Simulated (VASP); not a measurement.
All values below come from PBE GGA, VASP's PBE PAW potentials (set 64) (plane waves; VASP).

Input for VASP

### INCAR
```
# general
SYSTEM  = Zn32S31
PREC    = Normal
ENCUT   = 400
LREAL   = Auto
LASPH   = .TRUE.
ISYM    = 0

# electronic loop
EDIFF   = 1E-5
NELM    = 100
NELMIN  = 4
ALGO    = Fast
LMAXMIX = 4

# smearing
ISMEAR  = 0
SIGMA   = 0.05

# functional
GGA     = PE

# ions
IBRION  = 2
NSW     = 60
ISIF    = 2
EDIFFG  = -0.03

# output
LWAVE   = .FALSE.
LCHARG  = .FALSE.
```

### KPOINTS
```
Automatic mesh
0
Gamma
1 1 1
0 0 0
```

POSCAR:
```
Zn32S31
1.0
 10.8925962364   0.0000000000   0.0000000000
  0.0000000000  10.8925962364   0.0000000000
  0.0000000000   0.0000000000  10.8925962364
Zn S
32 31
Cartesian
  5.4462981182   0.0000000000   0.0000000000
  8.1694471773   2.7231490591   0.0000000000
  8.1694471773   0.0000000000   2.7231490591
  0.0000000000   0.0000000000   0.0000000000
  2.7231490591   2.7231490591   0.0000000000
  5.4462981182   5.4462981182   0.0000000000
  8.1694471773   8.1694471773   0.0000000000
  2.7231490591   0.0000000000   2.7231490591
  5.4666781658   2.7726559090   2.7369173007
  8.1209533389   5.4100148801   2.7377778158
  5.4462981182   0.0000000000   5.4462981182
  8.2192481273   2.6828900234   5.4761656171
  8.1694471773   0.0000000000   8.1694471773
  0.0000000000   5.4462981182   0.0000000000
  2.7231490591   8.1694471773   0.0000000000
  0.0000000000   2.7231490591   2.7231490591
  2.7231490591   5.4462981182   2.7231490591
  5.4462981182   8.1694471773   2.7231490591
  0.0000000000   0.0000000000   5.4462981182
  2.7231490591   2.7231490591   5.4462981182
  5.4819931561   5.3970309054   5.4085117019
  8.1694471773   8.1694471773   5.4462981182
  2.7231490591   0.0000000000   8.1694471773
  5.4462981182   2.7231490591   8.1694471773
  8.1694471773   5.4462981182   8.1694471773
  0.0000000000   8.1694471773   2.7231490591
  0.0000000000   5.4462981182   5.4462981182
  2.7231490591   8.1694471773   5.4462981182
  0.0000000000   2.7231490591   8.1694471773
  2.7231490591   5.4462981182   8.1694471773
  5.4462981182   8.1694471773   8.1694471773
  0.0000000000   8.1694471773   8.1694471773
  6.8078726477   1.3615745295   1.3615745295
  9.5310217068   4.0847235887   1.3615745295
  9.5310217068   1.3615745295   4.0847235887
  1.3615745295   1.3615745295   1.3615745295
  4.0847235887   4.0847235887   1.3615745295
  6.8078726477   6.8078726477   1.3615745295
  9.5310217068   9.5310217068   1.3615745295
  4.0847235887   1.3615745295   4.0847235887
  9.5310217068   6.8078726477   4.0847235887
  6.8078726477   1.3615745295   6.8078726477
  9.5310217068   4.0847235887   6.8078726477
  9.5310217068   1.3615745295   9.5310217068
  1.3615745295   6.8078726477   1.3615745295
  4.0847235887   9.5310217068   1.3615745295
  1.3615745295   4.0847235887   4.0847235887
  4.0847235887   6.8078726477   4.0847235887
  6.8078726477   9.5310217068   4.0847235887
  1.3615745295   1.3615745295   6.8078726477
  4.0847235887   4.0847235887   6.8078726477
  6.8078726477   6.8078726477   6.8078726477
  9.5310217068   9.5310217068   6.8078726477
  4.0847235887   1.3615745295   9.5310217068
  6.8078726477   4.0847235887   9.5310217068
  9.5310217068   6.8078726477   9.5310217068
  1.3615745295   9.5310217068   4.0847235887
  1.3615745295   6.8078726477   6.8078726477
  4.0847235887   9.5310217068   6.8078726477
  1.3615745295   4.0847235887   9.5310217068
  4.0847235887   6.8078726477   9.5310217068
  6.8078726477   9.5310217068   9.5310217068
  1.3615745295   9.5310217068   9.5310217068
```

POTCAR, in this order: Zn S (PBE.64 set). Program: vasp_gam.

The supercell is sampled at Γ alone, which is coarse: total energies, pressure and levels can be off, energies of defects by several tenths of an eV.

Task: Predict the energy per atom (σ→0).

Result: 
energy per atom (σ→0): -3.341 eV/atom

OSZICAR:
```
...
       N       E                     dE             d eps       ncg     rms          rms(c)
DAV:   1    -0.210488669491E+03    0.22897E-03   -0.22837E+00   706   0.268E+00    0.466E-01
RMM:   2    -0.210491117480E+03   -0.24480E-02   -0.29019E-02   684   0.336E-01    0.134E-01
RMM:   3    -0.210491531664E+03   -0.41418E-03   -0.52447E-03   686   0.144E-01    0.104E-01
RMM:   4    -0.210491576394E+03   -0.44730E-04   -0.11476E-03   711   0.781E-02    0.971E-02
RMM:   5    -0.210491537390E+03    0.39004E-04   -0.32520E-04   684   0.386E-02    0.238E-02
RMM:   6    -0.210491543942E+03   -0.65525E-05   -0.83015E-05   601   0.175E-02
  12 F= -.21049154E+03 E0= -.21049154E+03  d E =-.264431E-02
```

The cell is a supercell with a defect, built from ZnS (zinc blende): vac_S. The run is not spin-polarised, so no state with unpaired spins was tried.
